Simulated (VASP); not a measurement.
Computed with PBE GGA, VASP's PBE PAW potentials (set 64) (plane waves; VASP 6.6.1).

VASP ran on this input.

**POSCAR**
```
Y3As
1
    0.0000000000     4.1296780000     4.1296780000
    4.1296780000     0.0000000000     4.1296780000
    4.1296780000     4.1296780000     0.0000000000
As Y
1 3
Direct
  0.0000000000   0.0000000000   0.0000000000
  0.5000000000   0.5000000000   0.5000000000
  0.2500000000   0.2500000000   0.2500000000
  0.7500000000   0.7500000000   0.7500000000
```

File KPOINTS:
```
Automatic
0
G
  4 4 4
```

**INCAR**
```
LWAVE  =  .FALSE.
PREC  =  Accurate
NELECT  =  37.9
ALGO  =  Normal
GGA  =  PE   # PBE
SYSTEM  =  Y3As
LMAXMIX  =  4
ENCUT  =  400
NELM  =  100
SIGMA  =  0.05   # width (eV)
ISIF  =  2
ISMEAR  =  0   # Gaussian
EDIFF  =  1E-6   # SCF stop (eV)
LCHARG  =  .FALSE.
LASPH  =  .TRUE.   # aspherical one-centre terms
LREAL  =  .FALSE.   # projection in real space or not
```

POTCAR, in this order: As Y_sv (PBE.64 set). Program: vasp_std.

Output

OSZICAR:
```
       N       E                     dE             d eps       ncg     rms          rms(c)
DAV:   1     0.158378122795E+03    0.15838E+03   -0.15862E+04   376   0.122E+03
DAV:   2    -0.402806121008E+01   -0.16241E+03   -0.15990E+03   403   0.300E+02
DAV:   3    -0.235167610018E+02   -0.19489E+02   -0.19303E+02   656   0.550E+01
DAV:   4    -0.250366814476E+02   -0.15199E+01   -0.15030E+01   498   0.160E+01
DAV:   5    -0.251031373328E+02   -0.66456E-01   -0.66311E-01   576   0.314E+00    0.241E+01
DAV:   6    -0.237414297059E+02    0.13617E+01   -0.61525E+00   458   0.772E+00    0.180E+01
DAV:   7    -0.236539294944E+02    0.87500E-01   -0.10360E+00   565   0.470E+00    0.756E+00
DAV:   8    -0.236645067233E+02   -0.10577E-01   -0.13063E-01   507   0.178E+00    0.827E-01
DAV:   9    -0.236624875588E+02    0.20192E-02   -0.25059E-02   499   0.749E-01    0.442E-01
DAV:  10    -0.236623342606E+02    0.15330E-03   -0.35943E-03   507   0.385E-01    0.139E-01
DAV:  11    -0.236622769925E+02    0.57268E-04   -0.39492E-04   593   0.107E-01    0.749E-02
DAV:  12    -0.236622844511E+02   -0.74586E-05   -0.37354E-05   473   0.435E-02    0.113E-02
DAV:  13    -0.236622856750E+02   -0.12239E-05   -0.97689E-06   528   0.136E-02    0.526E-03
DAV:  14    -0.236622852258E+02    0.44921E-06   -0.33288E-06   395   0.781E-03
   1 F= -.23662285E+02 E0= -.23654185E+02  d E =-.162013E-01
```

### OUTCAR
```
------------------------ aborting loop because EDIFF is reached ----------------------------------------
  FORCE on cell =-STRESS in cart. coord.  units (eV):
  Direction    XX          YY          ZZ          XY          YZ          ZX
  --------------------------------------------------------------------------------------
  Total       -7.3406284     -7.3406284     -7.3406284     -0.0000000     -0.0000000      0.0000000
  in kB      -83.4959203    -83.4959203    -83.4959203     -0.0000000     -0.0000000      0.0000000
  external PRESSURE =     -83.4959203 kB  Pullay stress =       0.0000000 kB
  volume of cell :      140.86
      direct lattice vectors                 reciprocal lattice vectors
     0.000000000  4.129678000  4.129678000    -0.121074815  0.121074815  0.121074815
     4.129678000  0.000000000  4.129678000     0.121074815 -0.121074815  0.121074815
     4.129678000  4.129678000  0.000000000     0.121074815  0.121074815 -0.121074815
 POSITION                                       TOTAL-FORCE (eV/Angst)
 -----------------------------------------------------------------------------------
      0.00000      0.00000      0.00000         0.000000      0.000000      0.000000
      4.12968      4.12968      4.12968         0.000000      0.000000      0.000000
      2.06484      2.06484      2.06484        -0.000000     -0.000000     -0.000000
      6.19452      6.19452      6.19452        -0.000000      0.000000      0.000000
 -----------------------------------------------------------------------------------
    total drift:                               -0.000000      0.000000      0.000000
  FREE ENERGIE OF THE ION-ELECTRON SYSTEM (eV)
  ---------------------------------------------------
  free  energy   TOTEN  =       -23.6622852258 eV

  energy  without entropy=      -23.6460839042  energy(sigma->0) =      -23.65418456
```
(Selected blocks of OUTCAR.)

The cell is charged, with a uniform compensating background.

The structure was generated: Y3As was put into the D03 type (Fm-3m), which need not be its known phase. The cell was not relaxed at this level. The k-mesh is coarse (spacing up to 0.33 per Å, 2π included), so the numbers may not be converged in it. The run is one of a series of settings (NELECT = 37.9 against the base run), some of them coarse on purpose.
